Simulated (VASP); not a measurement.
Input:

```xyz
2
Lattice="-2.8181 2.8181 1.5376 2.8181 -2.8181 1.5376 2.8181 2.8181 -1.5376" Properties=species:S:1:pos:R:3 pbc="T T T"
Mg     0.0000     2.8181     0.7688
Mg     0.0000     0.0000     0.0000
```

The numbers are results of PBE GGA, VASP's PBE PAW potentials (set 64) (plane waves; VASP), not measurements. Run with 300 eV cut-off, 10×10×10 Γ-centred mesh, Gaussian smearing of 0.050 eV, potentials Mg.

Question: Give the energies of bands 1 to 5 at the high-symmetry points, in eV from the Fermi level.

Answer: 
| band | Γ | X | M | Z | P | N |
|---|---|---|---|---|---|---|
| 1 | -6.70 | -4.36 | -2.08 | -0.39 | -0.68 | -1.74 |
| 2 | 1.87 | -4.36 | -2.08 | -0.24 | -0.68 | -1.57 |
| 3 | 1.87 | 3.93 | -2.05 | -0.24 | -0.37 | 2.33 |
| 4 | 2.89 | 3.93 | -2.05 | -0.19 | -0.37 | 2.44 |
| 5 | 3.17 | 5.27 | 8.19 | 0.10 | 7.02 | 3.04 |

It has no gap at this level: it comes out as a metal or semimetal.

The structure was generated: Mg was put into an ordered model structure, which need not be its known phase. The cell was not relaxed at this level.
